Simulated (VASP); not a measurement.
A convergence study with VASP on GaN (zinc blende): one setting is varied, all else stays as given below, so the limit is that of these other settings.

```yaml
crystal:
  lattice:
    - [0.00000, 2.26000, 2.26000]
    - [2.26000, 0.00000, 2.26000]
    - [2.26000, 2.26000, 0.00000]
  atoms:
    - { symbol: Ga, position: [0.00000, 0.00000, 0.00000] }
    - { symbol: N, position: [0.25000, 0.25000, 0.25000] }
```

All values below come from PBE GGA, VASP's PBE PAW potentials (set 64) (plane waves; VASP). The tightest run used: 700 eV cut-off, 19×19×19 Γ-centred mesh, tetrahedra with Blöchl corrections, potentials Ga_d N.

Gaps are read on the run's mesh, which can miss a band edge.

Problem. The settings run are 3×3×3 mesh; 4×4×4 mesh; 5×5×5 mesh; 6×6×6 mesh; 7×7×7 mesh; 8×8×8 mesh; 9×9×9 mesh; 10×10×10 mesh; 11×11×11 mesh; 12×12×12 mesh; 13×13×13 mesh; 14×14×14 mesh; 15×15×15 mesh; 16×16×16 mesh; 17×17×17 mesh; 18×18×18 mesh; 19×19×19 mesh. From which on does the stress (every component) stay within 0.1 GPa of the tightest run?

Solution. From 4×4×4 mesh on: it is off by 0.08 there and by no more than 0.1 in any finer run, while 3×3×3 mesh is off by 0.29.
```
setting        E (eV/atom)  pressure (GPa)  gap on the mesh (eV)  irreducible k-points  difference judged (GPa)
-------------  -----------  --------------  --------------------  --------------------  -----------------------
3×3×3 mesh         -5.9290            3.61                 1.601                     4                     0.29
4×4×4 mesh         -6.0449            3.24                 1.650                     8                     0.08
5×5×5 mesh         -6.0687            3.24                 1.664                    10                     0.09
6×6×6 mesh         -6.0745            3.27                 1.668                    16                     0.05
7×7×7 mesh         -6.0760            3.30                 1.669                    20                     0.02
8×8×8 mesh         -6.0765            3.31                 1.670                    29                     0.01
9×9×9 mesh         -6.0767            3.32                 1.670                    35                     0.01
10×10×10 mesh      -6.0767            3.32                 1.670                    47                     0.01
11×11×11 mesh      -6.0768            3.32                 1.670                    56                     0.00
12×12×12 mesh      -6.0768            3.32                 1.670                    72                     0.00
13×13×13 mesh      -6.0768            3.32                 1.670                    84                     0.00
14×14×14 mesh      -6.0768            3.32                 1.670                   104                     0.00
15×15×15 mesh      -6.0768            3.32                 1.670                   120                     0.00
16×16×16 mesh      -6.0768            3.32                 1.670                   145                     0.00
17×17×17 mesh      -6.0768            3.32                 1.670                   165                     0.00
18×18×18 mesh      -6.0768            3.32                 1.670                   195                     0.00
19×19×19 mesh      -6.0768            3.32                 1.670                   220                     0.00
```

Left out are rungs that failed or repeat a setting and relaxations that didn't move; long series are thinned to 24 rows.

The compound is GaN in the zinc blende structure, a metastable form; wurtzite is the usual one. The cell was not relaxed at this level.
